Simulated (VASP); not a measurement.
All values below come from vdW-DF-cx, VASP's PBE PAW potentials (set 64) (plane waves; VASP).

A VASP calculation is set up with these files.

INCAR:
```
SYSTEM = HfC
PREC = Accurate
ENCUT = 520
EDIFF = 1E-6
NELM = 100
ALGO = Normal
LREAL = .FALSE.
LASPH = .TRUE.
ISMEAR = 1
SIGMA = 0.1
GGA = CX
LUSE_VDW = .TRUE.
AGGAC = 0.0
LMAXMIX = 6
LWAVE = .FALSE.
LCHARG = .FALSE.
IBRION = 2
ISIF = 3
NSW = 60
EDIFFG = -0.01
```

POSCAR:
```
HfC
1
    0.0000000000     2.3200000000     2.3200000000
    2.3200000000     0.0000000000     2.3200000000
    2.3200000000     2.3200000000     0.0000000000
Hf C
1 1
Direct
  0.0000000000   0.0000000000   0.0000000000
  0.5000000000   0.5000000000   0.5000000000
```

### KPOINTS
```
Automatic
0
gamma
12 12 12
```

POTCAR, in this order: Hf_pv C (PBE.64 set). Program: vasp_std.

The run wrote:

### OUTCAR
```
 ion  position               nearest neighbor table
   1  0.000  0.000  0.000-   2 2.32   2 2.32   2 2.32   2 2.32   2 2.32   2 2.32
   2  0.500  0.500  0.500-   1 2.32   1 2.32   1 2.32   1 2.32   1 2.32   1 2.32
  LATTYP: Found a face centered cubic cell.
 ALAT       =     4.6400000000
 Subroutine PRICEL returns:
 Original cell was already a primitive cell.
 Subroutine GETGRP returns: Found 48 space group operations
The static configuration has the point symmetry O_h .
The dynamic configuration has the point symmetry O_h .
 Subroutine INISYM returns: Found 48 space group operations
 Subroutine IBZKPT returns following result:
 Found     72 irreducible k-points:

 Following reciprocal coordinates:
            Coordinates               Weight
  0.000000  0.000000  0.000000      1.000000
  0.083333  0.000000  0.000000      8.000000
  0.166667  0.000000  0.000000      8.000000
  0.250000  0.000000  0.000000      8.000000
  0.333333  0.000000  0.000000      8.000000
  0.416667  0.000000  0.000000      8.000000
  0.500000  0.000000  0.000000      4.000000
  0.083333  0.083333  0.000000      6.000000
  0.166667  0.083333  0.000000     24.000000
...
```

OSZICAR:
```
       N       E                     dE             d eps       ncg     rms          rms(c)
DAV:   1     0.263899429872E+02    0.26390E+02   -0.77370E+03  1584   0.121E+03
DAV:   2    -0.193963548220E+02   -0.45786E+02   -0.42981E+02  2149   0.209E+02
DAV:   3    -0.210878120445E+02   -0.16915E+01   -0.16759E+01  2032   0.309E+01
DAV:   4    -0.211018181362E+02   -0.14006E-01   -0.13985E-01  1887   0.310E+00
DAV:   5    -0.211019927797E+02   -0.17464E-03   -0.17455E-03  2143   0.290E-01    0.583E+01
DAV:   6    -0.182017316825E+02    0.29003E+01   -0.18803E+01  1781   0.222E+01    0.413E+01
DAV:   7    -0.181395008875E+02    0.62231E-01   -0.61187E-01  1855   0.598E+00    0.242E+01
DAV:   8    -0.181319600098E+02    0.75409E-02   -0.53050E-02  1758   0.228E+00    0.535E+00
DAV:   9    -0.181266761957E+02    0.52838E-02   -0.25546E-02  1780   0.954E-01    0.189E+00
DAV:  10    -0.181264666318E+02    0.20956E-03   -0.84761E-04  1891   0.253E-01    0.374E-01
DAV:  11    -0.181264582879E+02    0.83439E-05   -0.18111E-04  1835   0.974E-02    0.696E-02
DAV:  12    -0.181264560305E+02    0.22574E-05   -0.71752E-06  1845   0.242E-02    0.643E-02
DAV:  13    -0.181264555823E+02    0.44825E-06   -0.45787E-07   900   0.723E-03
   1 F= -.18126456E+02 E0= -.18126404E+02  d E =-.181265E+02
       N       E                     dE             d eps       ncg     rms          rms(c)
DAV:   1    -0.181746508088E+02   -0.48195E-01   -0.16273E+00  1584   0.125E+01    0.394E+00
DAV:   2    -0.181341138252E+02    0.40537E-01   -0.51670E-02  1602   0.233E+00    0.211E+00
DAV:   3    -0.181187920451E+02    0.15322E-01   -0.47091E-02  1626   0.200E+00    0.136E+00
DAV:   4    -0.181189176641E+02   -0.12562E-03   -0.70089E-04  1933   0.275E-01    0.167E+00
DAV:   5    -0.181187602753E+02    0.15739E-03   -0.27395E-04  1902   0.127E-01    0.147E-01
DAV:   6    -0.181187402229E+02    0.20052E-04   -0.51845E-05  1800   0.473E-02    0.494E-02
DAV:   7    -0.181187416483E+02   -0.14255E-05   -0.16679E-06  1110   0.127E-02    0.544E-02
DAV:   8    -0.181187390697E+02    0.25786E-05   -0.16307E-05  1773   0.263E-02    0.174E-02
DAV:   9    -0.181187394374E+02   -0.36763E-06   -0.76353E-07   819   0.854E-03
   2 F= -.18118739E+02 E0= -.18118701E+02  d E =0.771614E-02
       N       E                     dE             d eps       ncg     rms          rms(c)
DAV:   1    -0.181527499874E+02   -0.34011E-01   -0.66568E-01  1584   0.800E+00    0.255E+00
DAV:   2    -0.181362354658E+02    0.16515E-01   -0.21900E-02  1596   0.152E+00    0.137E+00
DAV:   3    -0.181299404962E+02    0.62950E-02   -0.19553E-02  1628   0.127E+00    0.864E-01
DAV:   4    -0.181299881922E+02   -0.47696E-04   -0.28210E-04  1933   0.175E-01    0.105E+00
DAV:   5    -0.181299184118E+02    0.69780E-04   -0.10815E-04  1917   0.813E-02    0.135E-01
DAV:   6    -0.181299059744E+02    0.12437E-04   -0.24513E-05  1838   0.319E-02    0.361E-02
DAV:   7    -0.181299062679E+02   -0.29356E-06   -0.58536E-07   870   0.798E-03
   3 F= -.18129906E+02 E0= -.18129862E+02  d E =-.345069E-02
```

OUTCAR:
```
------------------------ aborting loop because EDIFF is reached ----------------------------------------
  FORCE on cell =-STRESS in cart. coord.  units (eV):
  Direction    XX          YY          ZZ          XY          YZ          ZX
  --------------------------------------------------------------------------------------
  Total       -0.0067517     -0.0067517     -0.0067517     -0.0000000     -0.0000000      0.0000000
  in kB       -0.4389491     -0.4389491     -0.4389491     -0.0000000     -0.0000000      0.0000000
  external PRESSURE =      -0.4389491 kB  Pullay stress =       0.0000000 kB
  volume of cell :       24.64
      direct lattice vectors                 reciprocal lattice vectors
     0.000000000  2.309726606  2.309726606    -0.216475837  0.216475837  0.216475837
     2.309726606  0.000000000  2.309726606     0.216475837 -0.216475837  0.216475837
     2.309726606  2.309726606  0.000000000     0.216475837  0.216475837 -0.216475837
 POSITION                                       TOTAL-FORCE (eV/Angst)
 -----------------------------------------------------------------------------------
      0.00000      0.00000      0.00000        -0.000000      0.000000      0.000000
      2.30973      2.30973      2.30973         0.000000     -0.000000     -0.000000
 -----------------------------------------------------------------------------------
    total drift:                                0.000000     -0.000000     -0.000000
  FREE ENERGIE OF THE ION-ELECTRON SYSTEM (eV)
  ---------------------------------------------------
  free  energy   TOTEN  =       -18.1299062679 eV

  energy  without entropy=      -18.1297725714  energy(sigma->0) =      -18.12986170

 reached required accuracy - stopping structural energy minimisation
```
(Selected blocks of OUTCAR.)

File CONTCAR:
```
HfC
   1.00000000000000
     0.0000000000000000    2.3097266058776986    2.3097266058776986
     2.3097266058776986    0.0000000000000000    2.3097266058776986
     2.3097266058776986    2.3097266058776986    0.0000000000000000
  Hf              C
     1     1
Direct
     0.0000000000000000    0.0000000000000000    0.0000000000000000
     0.5000000000000000    0.5000000000000000    0.5000000000000000
```

The compound is HfC in the rock salt structure. This run relaxes it. Symmetry was kept, so distortions that lower it aren't found.
